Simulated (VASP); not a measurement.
Output of a VASP run:

**OSZICAR**
```
       N       E                     dE             d eps       ncg     rms          rms(c)
DAV:   1     0.198984953127E+02    0.19898E+02   -0.36256E+03  1616   0.771E+02
DAV:   2    -0.862563467633E+01   -0.28524E+02   -0.27165E+02  2136   0.104E+02
DAV:   3    -0.942951677661E+01   -0.80388E+00   -0.80388E+00  1808   0.239E+01
DAV:   4    -0.943297371006E+01   -0.34569E-02   -0.34569E-02  2520   0.174E+00
DAV:   5    -0.943297630795E+01   -0.25979E-05   -0.25979E-05  1880   0.375E-02    0.418E+00
DAV:   6    -0.910970868983E+01    0.32327E+00   -0.81300E-01  1592   0.442E+00    0.316E+00
DAV:   7    -0.906802569338E+01    0.41683E-01   -0.20228E-01  2024   0.233E+00    0.197E+00
DAV:   8    -0.906543434869E+01    0.25913E-02   -0.90079E-03  1832   0.762E-01    0.704E-01
DAV:   9    -0.906530907570E+01    0.12527E-03   -0.38996E-04  1936   0.153E-01    0.240E-01
DAV:  10    -0.906531244453E+01   -0.33688E-05   -0.47316E-05  2088   0.428E-02    0.508E-02
DAV:  11    -0.906531403666E+01   -0.15921E-05   -0.81538E-07  2128   0.787E-03    0.131E-02
DAV:  12    -0.906531388433E+01    0.15233E-06   -0.72436E-08  1280   0.164E-03    0.384E-03
DAV:  13    -0.906531383505E+01    0.49278E-07   -0.19521E-08   976   0.858E-04
   1 F= -.90653138E+01 E0= -.90653138E+01  d E =-.200252E-14
```

**OUTCAR**
```
------------------------ aborting loop because EDIFF is reached ----------------------------------------
  FORCE on cell =-STRESS in cart. coord.  units (eV):
  Direction    XX          YY          ZZ          XY          YZ          ZX
  --------------------------------------------------------------------------------------
  Total        0.0112041      0.0112041     -0.0188261     -0.4724165      0.0000000      0.0000000
  in kB        0.5173671      0.5173671     -0.8693263    -21.8145991      0.0000000      0.0000000
  external PRESSURE =       0.0551360 kB  Pullay stress =       0.0000000 kB
  volume of cell :       34.70
      direct lattice vectors                 reciprocal lattice vectors
     0.051781429  2.589071475  2.589071475    -0.197060640  0.197060640  0.193119427
     2.589071475  0.051781429  2.589071475     0.197060640 -0.197060640  0.193119427
     2.640852905  2.640852905  0.000000000     0.189332772  0.189332772 -0.193119427
 POSITION                                       TOTAL-FORCE (eV/Angst)
 -----------------------------------------------------------------------------------
      0.00000      0.00000      0.00000         0.000000      0.000000     -0.000000
      2.64085      2.64085      2.58907         0.000000      0.000000      0.000000
 -----------------------------------------------------------------------------------
    total drift:                                0.000000      0.000000      0.000000
  FREE ENERGIE OF THE ION-ELECTRON SYSTEM (eV)
  ---------------------------------------------------
  free  energy   TOTEN  =        -9.0653138351 eV

  energy  without entropy=       -9.0653138351  energy(sigma->0) =       -9.06531384
```
(Selected blocks of OUTCAR.)

File POSCAR:
```
MgS
1
    0.0517814295     2.5890714753     2.5890714753
    2.5890714753     0.0517814295     2.5890714753
    2.6408529048     2.6408529048     0.0000000000
Mg S
1 1
Direct
  0.0000000000   0.0000000000   0.0000000000
  0.5000000000   0.5000000000   0.5000000000
```

Write an INCAR and KPOINTS that could have produced this output.

One answer among several that fit: the input of the run itself, PBEsol GGA, plane waves, VASP's PBE PAW potentials (set 64).

File KPOINTS:
```
Automatic mesh
0
Gamma
8 8 8
0 0 0
```

INCAR:
```
# general
SYSTEM=MgS
PREC  =Accurate
ENCUT =480   # plane-wave cut-off (eV)
LREAL =.FALSE.   # projection in real space or not
LASPH =.TRUE.   # aspherical one-centre terms

# electronic loop
EDIFF =1E-7   # SCF stop (eV)
NELM  =100   # most electronic steps
ALGO  =Normal   # blocked Davidson

# smearing
ISMEAR=0   # Gaussian
SIGMA =0.05

# functional
GGA   =PS

# ions
ISIF  =2

# output
LWAVE =.FALSE.
LCHARG=.FALSE.
```

POTCAR, in this order: Mg S (PBE.64 set). Program: vasp_std.

The compound is MgS in the rock salt structure. This cell was strained or had an atom moved on purpose.
